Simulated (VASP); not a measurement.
A cell of WC (wc) near equilibrium:

```
CELL_PARAMETERS angstrom
      1.45853    -2.52625     0.00000
      1.45853     2.52625     0.00000
      0.00000     0.00000     2.83996
ATOMIC_POSITIONS crystal
  W  0.00000 0.00000 0.00000
  C  0.33333 0.66667 0.50000
```

The numbers are results of r2SCAN meta-GGA, VASP's PBE PAW potentials (set 64) (plane waves; VASP), not measurements.

```
run               ΔE (meV/atom)    σxx    σyy   σzz  largest shear component, with its sign (GPa)  largest force (eV/Å)
----------------  -------------  -----  -----  ----  --------------------------------------------  --------------------
as it is                    0.0  -0.24  -0.24  0.29                                          0.00                 0.000
after one change           34.0   1.52   1.52  3.63                                          0.00                 1.376
```
Stress is in GPa, positive when the cell is compressed.

Problem. Which change was made?
A) uniaxial strain of +3.0 % along x
B) isotropic strain of +2.0 %
C) atom 1 (W) moved by 0.100 Å along z
D) atom 1 (W) moved by 0.075 Å along z

Solution. C, atom 1 (W) moved by 0.100 Å along z

The compound is WC in the wc structure.
